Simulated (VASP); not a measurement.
BaO (rock salt): the band gap from VASP (plane waves, PAW) at several levels of theory. Gaps are without spin-orbit coupling. Each level names its cell: its own relaxed one, PBE's, or the starting one. A gap is the smallest over the k-mesh and a band path; hybrids may have named points in place of the path, and GW has the mesh alone.  The mesh is coarse and the basis finite, so the quasiparticle values are not converged.

```tsv
level	band gap (eV)	error against measurement (eV)
LDA (own cell)	1.70	-2.70
PBE (own cell)	2.10	-2.30
PBEsol (own cell)	1.86	-2.54
RPBE (own cell)	2.31	-2.09
AM05 (own cell)	1.99	-2.42
PBE-D3(BJ) (own cell)	2.03	-2.37
PBE-D4 (own cell)	2.04	-2.36
optB88-vdW (own cell)	2.09	-2.31
rev-vdW-DF2 (own cell)	2.00	-2.40
HSE06 (PBE cell)	3.40	-1.00
Hartree-Fock (PBE cell)	10.72	+6.32
G0W0@PBE (starting cell)	3.20	-1.20
evGW0@PBE (starting cell)	3.52	-0.88
```

Measured: 4.40 eV (as given by Abedi et al., (2022), arXiv:2211.14644).

The cell of the LDA (own cell) run:

```
BaO
1.0
    0.00000     2.74016     2.74016
    2.74016     0.00000     2.74016
    2.74016     2.74016     0.00000
Ba O
1 1
Direct
  0.00000   0.00000   0.00000
  0.50000   0.50000   0.50000
```

Only levels that ran to the end are used. Left out are those held back, those with too coarse a band path, GW runs whose mesh misses a band edge, hybrids' fits of cells that aren't cubic and levels without matching references; a question may draw on a part of the rest.

The compound is BaO in the rock salt structure.
